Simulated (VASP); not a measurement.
Runs of VASP 6.6.1 on SZnBrH. The cell holds a molecule in a box, 4 atoms: a = 11.000 Å, b = 14.000 Å, c = 11.000 Å, α = 90.00°, β = 90.00°, γ = 90.00°. 

```tsv
task	level	potentials or basis	cell	cutoff (eV)	gap on the mesh (eV)	largest force (eV/Å)
single point	SCAN+D4	VASP PAW PBE potentials, release 64 (S_h, Zn, Br, H_h)	as given	900	(a)	(c)
electron localisation function	PBE	VASP PAW PBE potentials, release 64 (S, Zn, Br, H)	as given	520	4.13	0.24
single point	vdW-DF2	VASP PAW PBE potentials, release 64 (S, Zn, Br, H)	as given	520	3.88	0.43
relaxation of the atoms	PBE+D3(BJ)	VASP PAW PBE potentials, release 64 (S, Zn, Br, H)	atoms relaxed	520	4.19	0.01
single point	r2SCAN+D3(BJ)	VASP PAW PBE potentials, release 64 (S, Zn, Br, H)	as given	520	4.69	(b)
```

Alike in all rows: no spin polarisation; k mesh 1 × 1 × 1; smearing gaussian 0.01 eV.

Fill in the values left out.

(a) 4.64; (b) 0.39; (c) 0.47.

Caveats: the PAW data sets were made with another functional, which shifts forces and pressure a little (some runs).

A k mesh can miss the band edges, and the runs leave out spin-orbit coupling on Br.

Not every run made on this cell is shown here.
